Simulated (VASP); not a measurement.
**Zr3Ta7: core-level shifts**

Aim: how the core levels of Zr3Ta7 differ from atom to atom, with and without the screening of the hole.

Program: VASP 6.6.1. Level of theory: PBE; plane waves and PAW (Zr_sv, Ta_pv), in the first sound run; inputs show where later runs differ. Results are calculated unless marked as measured.

**1. Set-up**

The cell holds 20 atoms: 6 Zr and 14 Ta. Cell: a = 6.620 Å, b = 6.620 Å, c = 20.620 Å, α = 90.0°, β = 90.0°, γ = 90.0°. It derives from Ta. Zr replaces host atoms (three quarters in the top layer, both faces). Regions: layer 1, 4 atoms (1 Ta and 3 Zr); layer 2, 4 atoms (4 Ta); layer 3, 4 atoms (4 Ta); other layers, 8 atoms (5 Ta and 3 Zr). Vacuum lies along c.

**2. Relaxation**

The free atoms are relaxed first inside the given cell, which is kept (ISIF = 0), since core levels depend on the positions.

The input, INCAR:

```
SYSTEM = Zr3Ta7
PREC = Normal
ENCUT = 330
EDIFF = 1E-05
NELM = 100
ISMEAR = 0
SIGMA = 0.1
LREAL = Auto
ALGO = Fast
GGA = PE
NBANDS = 140
LWAVE = .FALSE.
LCHARG = .FALSE.
NCORE = 8
IBRION = 2
NSW = 50
ISIF = 0
EDIFFG = -0.05
```

The input, POSCAR:

```
Zr3Ta7
1.0
    6.6200000000      0.0000000000      0.0000000000
    0.0000000000      6.6200000000      0.0000000000
    0.0000000000      0.0000000000     20.6200000000
Zr Ta
6 14
Selective dynamics
Direct
    0.0000000000      0.0000000000      0.6605237630  T T T
    0.5000000000      0.0000000000      0.6605237630  T T T
    0.0000000000      0.5000000000      0.6605237630  T T T
    0.0000000000      0.0000000000      0.3394762370  T T T
    0.5000000000      0.0000000000      0.3394762370  T T T
    0.0000000000      0.5000000000      0.3394762370  T T T
    0.5000000000      0.5000000000      0.6605237630  T T T
    0.2500000000      0.2500000000      0.5802618820  T T T
    0.7500000000      0.2500000000      0.5802618820  T T T
    0.2500000000      0.7500000000      0.5802618820  T T T
    0.7500000000      0.7500000000      0.5802618820  T T T
    0.0000000000      0.0000000000      0.5000000000  F F F
    0.5000000000      0.0000000000      0.5000000000  F F F
    0.0000000000      0.5000000000      0.5000000000  F F F
    0.5000000000      0.5000000000      0.5000000000  F F F
    0.2500000000      0.2500000000      0.4197381180  T T T
    0.7500000000      0.2500000000      0.4197381180  T T T
    0.2500000000      0.7500000000      0.4197381180  T T T
    0.7500000000      0.7500000000      0.4197381180  T T T
    0.5000000000      0.5000000000      0.3394762370  T T T
```

The input, KPOINTS:

```
Automatic mesh
0
Gamma
3 3 1
0 0 0
```

The projector-augmented-wave data sets are Zr_sv and Ta_pv (PBE family, release 64).

Launch:

```
> mpirun -np 8 vasp_std
```

Output:

```text
[banner, memory and clock lines left out]
running    8 mpi-ranks, on    1 nodes
 distrk:  each k-point on    8 cores,    1 groups
 distr:  one band on    8 cores,    1 groups

 POSCAR found type information on POSCAR ZrTa
 POSCAR found :  2 types and      20 ions
|                                                                             |
|           W    W    AA    RRRRR   N    N  II  N    N   GGGG   !!!           |
|           W    W   A  A   R    R  NN   N  II  NN   N  G    G  !!!           |
|           W    W  A    A  R    R  N N  N  II  N N  N  G       !!!           |
|           W WW W  AAAAAA  RRRRR   N  N N  II  N  N N  G  GGG   !            |
|           WW  WW  A    A  R   R   N   NN  II  N   NN  G    G                |
|           W    W  A    A  R    R  N    N  II  N    N   GGGG   !!!           |
|                                                                             |
|     For optimal performance we recommend to set                             |
|       NCORE = 2 up to number-of-cores-per-socket                            |
|     NCORE specifies how many cores store one orbital (NPAR=cpu/NCORE).      |
|     This setting can greatly improve the performance of VASP for DFT.       |
|     The default, NCORE=1 might be grossly inefficient on modern             |
|     multi-core architectures or massively parallel machines. Do your        |
|     Unfortunately you need to use the default for GW and RPA                |
|     calculations (for HF NCORE is supported but not extensively tested      |
|     yet).                                                                   |
|                                                                             |

 LDA part: xc-table for (Slater+PW92), standard interpolation
 POSCAR, INCAR and KPOINTS ok, starting setup
 FFT: planning ... GRIDC
 FFT: planning ... GRID_SOFT
 FFT: planning ... GRID
 WAVECAR not read
 entering main loop
       N       E                     dE             d eps       ncg     rms          rms(c)
DAV:   1     0.172411183204E+04    0.17241E+04   -0.10436E+05  1056   0.106E+03
DAV:   2    -0.937808499764E+02   -0.18179E+04   -0.17637E+04   948   0.357E+02
DAV:   3    -0.215734703093E+03   -0.12195E+03   -0.11768E+03  1168   0.729E+01
DAV:   4    -0.229434831991E+03   -0.13700E+02   -0.13568E+02  1552   0.186E+01
DAV:   5    -0.230988755431E+03   -0.15539E+01   -0.15528E+01  1216   0.462E+00    0.571E+01
RMM:   6    -0.223535001541E+03    0.74538E+01   -0.15977E+02  1061   0.163E+01    0.268E+01
RMM:   7    -0.224591486303E+03   -0.10565E+01   -0.83284E+01   987   0.146E+01    0.201E+01
RMM:   8    -0.207131308008E+03    0.17460E+02   -0.13619E+01   914   0.721E+00    0.574E+00
RMM:   9    -0.206840568808E+03    0.29074E+00   -0.97364E+00  1131   0.375E+00    0.222E+00
RMM:  10    -0.206983822858E+03   -0.14325E+00   -0.24628E+00  1179   0.190E+00    0.167E+00
RMM:  11    -0.206999745849E+03   -0.15923E-01   -0.48471E-01  1119   0.113E+00    0.859E-01
RMM:  12    -0.207015215267E+03   -0.15469E-01   -0.28034E-01  1188   0.678E-01    0.513E-01
RMM:  13    -0.207024842022E+03   -0.96268E-02   -0.10835E-01  1174   0.438E-01    0.311E-01
RMM:  14    -0.207027133218E+03   -0.22912E-02   -0.44910E-02  1248   0.291E-01    0.151E-01
RMM:  15    -0.207029512831E+03   -0.23796E-02   -0.19952E-02  1300   0.197E-01    0.130E-01
RMM:  16    -0.207029571505E+03   -0.58674E-04   -0.88081E-03  1218   0.142E-01    0.560E-02
RMM:  17    -0.207030166422E+03   -0.59492E-03   -0.58132E-03  1374   0.971E-02    0.370E-02
RMM:  18    -0.207030291889E+03   -0.12547E-03   -0.24269E-03  1303   0.713E-02    0.183E-02
RMM:  19    -0.207030503014E+03   -0.21112E-03   -0.14082E-03  1212   0.543E-02    0.118E-02
RMM:  20    -0.207030716182E+03   -0.21317E-03   -0.79943E-04  1155   0.430E-02    0.970E-03
RMM:  21    -0.207030903117E+03   -0.18693E-03   -0.49356E-04  1123   0.362E-02    0.592E-03
RMM:  22    -0.207031192033E+03   -0.28892E-03   -0.31195E-04  1029   0.304E-02    0.552E-03
RMM:  23    -0.207031272222E+03   -0.80189E-04   -0.19229E-04   929   0.258E-02    0.360E-03
RMM:  24    -0.207031310989E+03   -0.38766E-04   -0.12686E-04   878   0.225E-02    0.387E-03
RMM:  25    -0.207031331544E+03   -0.20556E-04   -0.81261E-05   801   0.199E-02    0.427E-03
RMM:  26    -0.207031338736E+03   -0.71917E-05   -0.57644E-05   751   0.181E-02
   1 F= -.20703134E+03 E0= -.20698524E+03  d E =-.207031E+03
 curvature:   0.00 expect dE= 0.000E+00 dE for cont linesearch  0.000E+00
 trial: gam= 0.00000 g(F)=  0.450E+00 g(S)=  0.000E+00 ort = 0.000E+00 (trialstep = 0.100E+01)
 search vector abs. value=  0.450E+00
 bond charge predicted
       N       E                     dE             d eps       ncg     rms          rms(c)
DAV:   1    -0.206790424803E+03    0.24091E+00   -0.98318E+01   912   0.318E+01    0.227E+00
RMM:   2    -0.207257953153E+03   -0.46753E+00   -0.53434E+00   926   0.734E+00    0.120E+00
RMM:   3    -0.207339482714E+03   -0.81530E-01   -0.88802E-01  1041   0.257E+00    0.102E+00
RMM:   4    -0.207344806624E+03   -0.53239E-02   -0.22388E-01  1149   0.116E+00    0.594E-01
RMM:   5    -0.207348257999E+03   -0.34514E-02   -0.60987E-02  1159   0.597E-01    0.283E-01
RMM:   6    -0.207347509352E+03    0.74865E-03   -0.19749E-02  1221   0.306E-01    0.160E-01
RMM:   7    -0.207347569396E+03   -0.60043E-04   -0.69754E-03  1293   0.178E-01    0.122E-01
RMM:   8    -0.207347731611E+03   -0.16222E-03   -0.24500E-03  1332   0.104E-01    0.439E-02
RMM:   9    -0.207347786031E+03   -0.54420E-04   -0.96186E-04  1305   0.709E-02    0.138E-02
RMM:  10    -0.207347837916E+03   -0.51885E-04   -0.50543E-04  1228   0.533E-02    0.105E-02
RMM:  11    -0.207347867014E+03   -0.29097E-04   -0.24969E-04  1066   0.418E-02    0.632E-03
RMM:  12    -0.207347885607E+03   -0.18594E-04   -0.15207E-04   968   0.358E-02    0.350E-03
RMM:  13    -0.207347898822E+03   -0.13215E-04   -0.10329E-04   867   0.321E-02    0.200E-03
RMM:  14    -0.207347908955E+03   -0.10133E-04   -0.83400E-05   841   0.298E-02    0.945E-04
RMM:  15    -0.207347916676E+03   -0.77214E-05   -0.69062E-05   783   0.277E-02
   2 F= -.20734792E+03 E0= -.20729936E+03  d E =-.316578E+00
[...]
WARNING in EDDRMM: call to ZHEGV failed, returncode =   8  4    109
[... from here on, the cycles between the ionic steps are left out ...]
   3 F= -.20740613E+03 E0= -.20735165E+03  d E =-.374792E+00
[...]
WARNING in EDDRMM: call to ZHEGV failed, returncode =   6  3    103
   4 F= -.20746873E+03 E0= -.20741198E+03  d E =-.626031E-01
   5 F= -.20749872E+03 E0= -.20743839E+03  d E =-.925857E-01
   6 F= -.20749894E+03 E0= -.20743824E+03  d E =-.928107E-01
[...]
WARNING in EDDRMM: call to ZHEGV failed, returncode =   6  3    105
   7 F= -.20751128E+03 E0= -.20745270E+03  d E =-.123339E-01
   8 F= -.20751527E+03 E0= -.20745908E+03  d E =-.163301E-01
   9 F= -.20751556E+03 E0= -.20745902E+03  d E =-.166176E-01
 curvature:  -2.01 expect dE=-0.204E-02 dE for cont linesearch -0.142E-05
 trial: gam= 0.08941 g(F)=  0.102E-02 g(S)=  0.000E+00 ort =-0.103E-03 (trialstep = 0.174E+01)
 search vector abs. value=  0.112E-02
 bond charge predicted
       N       E                     dE             d eps       ncg     rms          rms(c)
DAV:   1    -0.207512671072E+03    0.28884E-02   -0.70089E-01   864   0.261E+00    0.210E-01
RMM:   2    -0.207515718496E+03   -0.30474E-02   -0.36975E-02   918   0.608E-01    0.103E-01
RMM:   3    -0.207516344488E+03   -0.62599E-03   -0.66854E-03  1013   0.220E-01    0.882E-02
RMM:   4    -0.207516377016E+03   -0.32528E-04   -0.13854E-03  1097   0.913E-02    0.512E-02
RMM:   5    -0.207516404847E+03   -0.27831E-04   -0.46747E-04  1061   0.490E-02    0.275E-02
RMM:   6    -0.207516398522E+03    0.63243E-05   -0.12415E-04   947   0.240E-02    0.168E-02
RMM:   7    -0.207516397749E+03    0.77372E-06   -0.47616E-05   803   0.138E-02
  10 F= -.20751640E+03 E0= -.20746048E+03  d E =-.838663E-03
 trial-energy change:   -0.000839  1 .order   -0.000847   -0.001755    0.000061
 step:   1.6846(harm=  1.6846)  dis= 0.00664  next Energy=  -207.516407 (dE=-0.848E-03)
 reached required accuracy - stopping structural energy minimisation
```

Run time: 3.9 min. Hardware: 8 MPI ranks of AMD EPYC 7R43, shared host; peak memory 0.92 GiB; 31 min of CPU time.

The logs omit lines about the potential files and the build; timing stands in the text.

From OUTCAR (step 2):

```text
ion  position               nearest neighbor table
   1  0.000  0.000  0.661-   8 2.87   9 2.87  10 2.87  11 2.87  12 3.31   3 3.31   2 3.31   3 3.31
                             2 3.31
   2  0.500  0.000  0.661-   8 2.87   9 2.87  10 2.87  11 2.87  13 3.31   7 3.31   1 3.31   7 3.31
                             1 3.31
   3  0.000  0.500  0.661-   8 2.87   9 2.87  10 2.87  11 2.87  14 3.31   7 3.31   1 3.31   1 3.31
                             7 3.31
   4  0.000  0.000  0.339-  16 2.87  17 2.87  18 2.87  19 2.87  12 3.31   6 3.31   5 3.31   6 3.31
                             5 3.31
   5  0.500  0.000  0.339-  16 2.87  17 2.87  18 2.87  19 2.87  13 3.31   4 3.31  20 3.31  20 3.31
                             4 3.31
   6  0.000  0.500  0.339-  16 2.87  17 2.87  18 2.87  19 2.87  14 3.31   4 3.31  20 3.31   4 3.31
                            20 3.31
   7  0.500  0.500  0.661-   8 2.87   9 2.87  10 2.87  11 2.87  15 3.31   3 3.31   2 3.31   2 3.31
                             3 3.31
   8  0.250  0.250  0.580-   1 2.87   2 2.87   3 2.87   7 2.87  12 2.87  13 2.87  14 2.87  15 2.87
                             9 3.31  10 3.31  10 3.31   9 3.31  16 3.31
   9  0.750  0.250  0.580-   1 2.87   2 2.87   3 2.87   7 2.87  12 2.87  13 2.87  14 2.87  15 2.87
                             8 3.31  11 3.31  11 3.31   8 3.31  17 3.31
  10  0.250  0.750  0.580-   1 2.87   2 2.87   3 2.87   7 2.87  12 2.87  13 2.87  14 2.87  15 2.87
                             8 3.31  11 3.31   8 3.31  11 3.31  18 3.31
  11  0.750  0.750  0.580-   1 2.87   2 2.87   3 2.87   7 2.87  12 2.87  13 2.87  14 2.87  15 2.87
                             9 3.31  10 3.31   9 3.31  10 3.31  19 3.31
  12  0.000  0.000  0.500-   8 2.87   9 2.87  10 2.87  11 2.87  16 2.87  17 2.87  18 2.87  19 2.87
                             1 3.31   4 3.31  13 3.31  14 3.31  14 3.31  13 3.31
  13  0.500  0.000  0.500-   8 2.87   9 2.87  10 2.87  11 2.87  16 2.87  17 2.87  18 2.87  19 2.87
                             2 3.31   5 3.31  12 3.31  15 3.31  15 3.31  12 3.31
  14  0.000  0.500  0.500-   8 2.87   9 2.87  10 2.87  11 2.87  16 2.87  17 2.87  18 2.87  19 2.87
                             3 3.31   6 3.31  12 3.31  15 3.31  12 3.31  15 3.31
  15  0.500  0.500  0.500-   8 2.87   9 2.87  10 2.87  11 2.87  16 2.87  17 2.87  18 2.87  19 2.87
                             7 3.31  20 3.31  14 3.31  13 3.31  13 3.31  14 3.31
  16  0.250  0.250  0.420-   4 2.87   5 2.87   6 2.87  20 2.87  13 2.87  14 2.87  15 2.87  12 2.87
                            18 3.31  17 3.31  18 3.31  17 3.31   8 3.31
  17  0.750  0.250  0.420-   4 2.87   5 2.87   6 2.87  20 2.87  13 2.87  14 2.87  15 2.87  12 2.87
                            19 3.31  16 3.31  19 3.31  16 3.31   9 3.31
  18  0.250  0.750  0.420-   4 2.87   5 2.87   6 2.87  20 2.87  13 2.87  14 2.87  15 2.87  12 2.87
                            19 3.31  16 3.31  16 3.31  19 3.31  10 3.31
  19  0.750  0.750  0.420-   4 2.87   5 2.87   6 2.87  20 2.87  13 2.87  14 2.87  15 2.87  12 2.87
                            18 3.31  17 3.31  17 3.31  18 3.31  11 3.31
  20  0.500  0.500  0.339-  16 2.87  17 2.87  18 2.87  19 2.87  15 3.31   6 3.31   5 3.31   5 3.31
                             6 3.31

  LATTYP: Found a simple tetragonal cell.
 ALAT       =     6.6200000000
 C/A-ratio  =     3.1148036254

 Subroutine GETGRP returns: Found 16 space group operations
 (whereof 16 operations were pure point group operations)

The static configuration has the point symmetry D_4h.

 Found      3 irreducible k-points:

   k-points           NKPTS =      3   k-points in BZ     NKDIM =      3   number of bands    NBANDS=    140

   dimension x,y,z NGX =    30 NGY =   30 NGZ =   96
   dimension x,y,z NGXF=    60 NGYF=   60 NGZF=  192

   ENCUT  =  330.0 eV  24.25 Ry    4.92 a.u.   9.81  9.81 30.54*2*pi/ulx,y,z

   NELECT =     226.0000    total number of electrons

 k-points in reciprocal lattice and weights: Automatic mesh
   0.00000000  0.00000000  0.00000000       0.111
   0.33333333  0.00000000  0.00000000       0.444
   0.33333333  0.33333333  0.00000000       0.444

 average (electrostatic) potential at core
       1 -82.5904       2 -82.6307       3 -82.6307       4 -82.5904       5 -82.6307
       6 -82.6307       7 -41.5570       8 -41.0223       9 -41.0223      10 -41.0223
      11 -41.0223      12 -40.9477      13 -40.9335      14 -40.9335      15 -41.0642
      16 -41.0223      17 -41.0223      18 -41.0223      19 -41.0223      20 -41.5570

 E-fermi :   1.0754

 k-point     1 :       0.0000    0.0000    0.0000
  band No.  band energies     occupation
    ...
    105       0.8757      1.99526
    106       0.8908      1.99097
    107       1.0333      1.44822
    108       1.0333      1.44822
    109       1.1129      0.59610
    110       1.1886      0.10942
    111       1.2391      0.02061
    112       1.2746      0.00486
    113       1.4258      0.00000
    114       1.4258      0.00000
    ...

 k-point     2 :       0.3333    0.0000    0.0000
  band No.  band energies     occupation
    ...
    106       0.7273      2.00000
    107       0.8068      1.99985
    108       0.9178      1.97419
    109       0.9387      1.94675
    110       0.9747      1.84572
    111       1.1250      0.48305
    112       1.1263      0.47180
    113       1.1611      0.22566
    114       1.2177      0.04423
    115       1.3863      0.00001
    ...

 k-point     3 :       0.3333    0.3333    0.0000
  band No.  band energies     occupation
    ...
    113       0.7539      1.99999
    114       0.9054      1.98380
    115       0.9266      1.96471
    116       0.9775      1.83364
    117       0.9796      1.82436
    118       1.5316      0.00000
    119       1.7177      0.00000
    120       1.7226      0.00000
    121       1.8450      0.00000
    122       1.9253      0.00000
    ...

  energy-cutoff  :      330.00
  volume of cell :      903.66
      direct lattice vectors                 reciprocal lattice vectors
     6.620000000  0.000000000  0.000000000     0.151057402  0.000000000  0.000000000
     0.000000000  6.620000000  0.000000000     0.000000000  0.151057402  0.000000000
     0.000000000  0.000000000 20.620000000     0.000000000  0.000000000  0.048496605

 POSITION                                       TOTAL-FORCE (eV/Angst)
 -----------------------------------------------------------------------------------
      0.00000      0.00000     13.76222         0.000000      0.000000      0.003765
      3.31000      0.00000     13.72293         0.000000      0.000000      0.012052
      0.00000      3.31000     13.72293         0.000000      0.000000      0.012052
      0.00000      0.00000      6.85778         0.000000      0.000000     -0.003765
      3.31000      0.00000      6.89707         0.000000      0.000000     -0.012052
      0.00000      3.31000      6.89707         0.000000      0.000000     -0.012052
      3.31000      3.31000     13.45167         0.000000      0.000000      0.019201
      1.64831      1.64831     11.98625         0.014884      0.014884      0.008128
      4.97169      1.64831     11.98625        -0.014884      0.014884      0.008128
      1.64831      4.97169     11.98625         0.014884     -0.014884      0.008128
      4.97169      4.97169     11.98625        -0.014884     -0.014884      0.008128
      0.00000      0.00000     10.31000         0.000000      0.000000     -0.000000
      3.31000      0.00000     10.31000         0.000000      0.000000     -0.000000
      0.00000      3.31000     10.31000         0.000000      0.000000     -0.000000
      3.31000      3.31000     10.31000         0.000000      0.000000     -0.000000
      1.64831      1.64831      8.63375         0.014884      0.014884     -0.008128
      4.97169      1.64831      8.63375        -0.014884      0.014884     -0.008128
      1.64831      4.97169      8.63375         0.014884     -0.014884     -0.008128
      4.97169      4.97169      8.63375        -0.014884     -0.014884     -0.008128
      3.31000      3.31000      7.16833         0.000000      0.000000     -0.019201
 -----------------------------------------------------------------------------------
    total drift:                               -0.000000      0.000000      0.000000

  FREE ENERGIE OF THE ION-ELECTRON SYSTEM (eV)
  ---------------------------------------------------
  free  energy   TOTEN  =      -207.5163977487 eV

  energy  without entropy=     -207.4045575992  energy(sigma->0) =     -207.46047767

 reached required accuracy - stopping structural energy minimisation
```

CONTCAR:

```
Zr3Ta7
   1.00000000000000
     6.6200000000000001    0.0000000000000000    0.0000000000000000
     0.0000000000000000    6.6200000000000001    0.0000000000000000
     0.0000000000000000    0.0000000000000000   20.6200000000000010
  Zr              Ta
     6    14
Selective dynamics
Direct
     0.0000000000000000    0.0000000000000000    0.6674210646231613   T   T   T
     0.5000000000000000    0.0000000000000000    0.6655156075629177   T   T   T
     0.0000000000000000    0.5000000000000000    0.6655156075629177   T   T   T
     0.0000000000000000    0.0000000000000000    0.3325789353768389   T   T   T
     0.5000000000000000    0.0000000000000000    0.3344843924370822   T   T   T
     0.0000000000000000    0.5000000000000000    0.3344843924370822   T   T   T
     0.5000000000000000    0.5000000000000000    0.6523600962561100   T   T   T
     0.2489894225688365    0.2489894225688365    0.5812926591450461   T   T   T
     0.7510105774311635    0.2489894225688365    0.5812926591450461   T   T   T
     0.2489894225688365    0.7510105774311635    0.5812926591450461   T   T   T
     0.7510105774311635    0.7510105774311635    0.5812926591450461   T   T   T
     0.0000000000000000    0.0000000000000000    0.5000000000000000   F   F   F
     0.5000000000000000    0.0000000000000000    0.5000000000000000   F   F   F
     0.0000000000000000    0.5000000000000000    0.5000000000000000   F   F   F
     0.5000000000000000    0.5000000000000000    0.5000000000000000   F   F   F
     0.2489894225688365    0.2489894225688365    0.4187073408549539   T   T   T
     0.7510105774311635    0.2489894225688365    0.4187073408549539   T   T   T
     0.2489894225688365    0.7510105774311635    0.4187073408549539   T   T   T
     0.7510105774311635    0.7510105774311635    0.4187073408549539   T   T   T
     0.5000000000000000    0.5000000000000000    0.3476399037438901   T   T   T
```

The run keeps the 16 symmetry operations of its start, so it cannot find a distortion of lower symmetry.

(Continued in part 2 of 4.)

[Lines on the potential files, build, host, timing and source positions are cut from VASP's logs without a mark.]

[Logs are printed without paths, hosts, clocks, repeated set-up lines and the standing remarks that a program may print on its own settings, such as how far it seeks lower states.]

[Hosts, paths, dates, database ids (printed as entryN), source tags and the programs' standing remarks are cut or masked in the printed files.]
